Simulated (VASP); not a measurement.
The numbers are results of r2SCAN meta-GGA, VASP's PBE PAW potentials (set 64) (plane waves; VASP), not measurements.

A VASP calculation is set up with these files.

### POSCAR
```
Fe
1
   -1.4289309886     1.4289309886     1.4289309886
    1.4289309886    -1.4289309886     1.4289309886
    1.4289309886     1.4289309886    -1.4289309886
Fe
1
Direct
  0.0000000000   0.0000000000   0.0000000000
```

INCAR:
```
LREAL  =  .FALSE.   # projection in real space or not
LMAXMIX  =  4
ISMEAR  =  1   # Methfessel-Paxton
ENCUT  =  400   # plane-wave cut-off (eV)
ALGO  =  Normal
LMIXTAU  =  .TRUE.
ISIF  =  2
NSW  =  20   # most ionic steps
MAGMOM  =  2.5
LCHARG  =  .FALSE.
EDIFFG  =  -0.03   # ionic stop
EDIFF  =  1E-5
SYSTEM  =  Fe
METAGGA  =  R2SCAN
ISPIN  =  2   # spin-polarised
NELM  =  100   # most electronic steps
LASPH  =  .TRUE.   # aspherical one-centre terms
LWAVE  =  .FALSE.
LORBIT  =  10
NELMIN  =  4
SIGMA  =  0.1   # width (eV)
IBRION  =  2
PREC  =  Normal
```

### KPOINTS
```
Automatic
0
gamma
 20 20 20
```

POTCAR, in this order: Fe (PBE.64 set). Program: vasp_std.

The resulting files:

**OSZICAR**
```
       N       E                     dE             d eps       ncg     rms          rms(c)
DAV:   1     0.661499760780E+01    0.66150E+01   -0.36421E+03  9802   0.912E+02
DAV:   2    -0.156034219590E+02   -0.22218E+02   -0.20445E+02  9320   0.121E+02
DAV:   3    -0.158867814550E+02   -0.28336E+00   -0.28276E+00 10217   0.191E+01
DAV:   4    -0.158885055878E+02   -0.17241E-02   -0.17240E-02 10082   0.138E+00
DAV:   5    -0.158885263055E+02   -0.20718E-04   -0.20718E-04  9969   0.138E-01    0.119E+01
DAV:   6    -0.142685343120E+02    0.16200E+01   -0.23361E+01  9797   0.767E+01    0.932E+00
DAV:   7    -0.143351420958E+02   -0.66608E-01   -0.36784E+00 10569   0.260E+01    0.518E+00
DAV:   8    -0.143595695873E+02   -0.24427E-01   -0.94945E-02 10180   0.292E+00    0.238E+00
DAV:   9    -0.143528449940E+02    0.67246E-02   -0.13176E-01 10828   0.394E+00    0.102E+00
DAV:  10    -0.143583611083E+02   -0.55161E-02   -0.17530E-02 10582   0.154E+00    0.348E-01
DAV:  11    -0.143593302406E+02   -0.96913E-03   -0.93170E-04  9976   0.443E-01    0.126E-01
DAV:  12    -0.143592771593E+02    0.53081E-04   -0.35516E-04 10505   0.277E-01    0.721E-02
DAV:  13    -0.143592768967E+02    0.26265E-06   -0.54327E-06  4822   0.294E-02
   1 F= -.14359277E+02 E0= -.14359359E+02  d E =-.143593E+02  mag=     2.6470
```

**OUTCAR**
```
------------------------ aborting loop because EDIFF is reached ----------------------------------------
  FORCE on cell =-STRESS in cart. coord.  units (eV):
  Direction    XX          YY          ZZ          XY          YZ          ZX
  --------------------------------------------------------------------------------------
  Total        0.0165784      0.0165784      0.0165784      0.0000000     -0.0000000      0.0000000
  in kB        2.2759353      2.2759353      2.2759353      0.0000000     -0.0000000      0.0000000
  external PRESSURE =       2.2759353 kB  Pullay stress =       0.0000000 kB
  volume of cell :       11.67
      direct lattice vectors                 reciprocal lattice vectors
    -1.428930989  1.428930989  1.428930989     0.000000000  0.349911930  0.349911930
     1.428930989 -1.428930989  1.428930989     0.349911930  0.000000000  0.349911930
     1.428930989  1.428930989 -1.428930989     0.349911930  0.349911930  0.000000000
 POSITION                                       TOTAL-FORCE (eV/Angst)
 -----------------------------------------------------------------------------------
      0.00000      0.00000      0.00000         0.000000      0.000000     -0.000000
 -----------------------------------------------------------------------------------
    total drift:                                0.000000      0.000000     -0.000000
  FREE ENERGIE OF THE ION-ELECTRON SYSTEM (eV)
  ---------------------------------------------------
  free  energy   TOTEN  =       -14.3592768967 eV

  energy  without entropy=      -14.3595219911  energy(sigma->0) =      -14.35935859

 total charge

# of ion       s       p       d       tot
------------------------------------------
    1        0.483   0.558   6.175   7.215

 magnetization (x)

# of ion       s       p       d       tot
------------------------------------------
    1       -0.012  -0.118   2.843   2.713

 reached required accuracy - stopping structural energy minimisation
```
(Selected blocks of OUTCAR.)

### OUTCAR
```
 val. band max:        5.5457196311   @ k =  -0.2000   0.2500   0.1000

 cond. band min:       5.5494228852   @ k =   0.1000   0.1000   0.0000


 Fermi energy:         5.5479172394

 spin component 1

 k-point     1 :       0.0000    0.0000    0.0000
  band No.  band energies     occupation
      1      -2.9834      1.00000
      2       2.4864      1.00000
      3       2.4867      1.00000
      4       2.4868      1.00000
      5       3.7061      1.00000
      6       3.7061      1.00000
      7      31.2890      0.00000
      8      31.2896      0.00000
      9      31.2896      0.00000

 k-point     2 :       0.0500    0.0000    0.0000
  band No.  band energies     occupation
      1      -2.8785      1.00000
      2       2.4606      1.00000
      3       2.4861      1.00000
      4       2.5398      1.00000
      5       3.6796      1.00000
      6       3.7080      1.00000
      7      30.4820      0.00000
      8      31.1174      0.00000
      9      31.1684      0.00000

 k-point     3 :       0.1000    0.0000    0.0000
  band No.  band energies     occupation
      1      -2.5694      1.00000
      2       2.3851      1.00000
      3       2.4805      1.00000
      4       2.6980      1.00000
      5       3.6141      1.00000
      6       3.7144      1.00000
      7      28.6245      0.00000
      8      30.5291      0.00000
      9      30.8660      0.00000

 k-point     4 :       0.1500    0.0000    0.0000
  band No.  band energies     occupation
      1      -2.0751      1.00000
      2       2.2690      1.00000
      3       2.4604      1.00000
      4       2.9506      1.00000
      5       3.5460      1.00000
      6       3.7259      1.00000
      7      26.3351      0.00000
      8      29.5548      0.00000
      9      30.4924      0.00000

 k-point     5 :       0.2000    0.0000    0.0000
  band No.  band energies     occupation
      1      -1.4381      1.00000
...
```

The compound is Fe in the bcc structure. It was relaxed first.
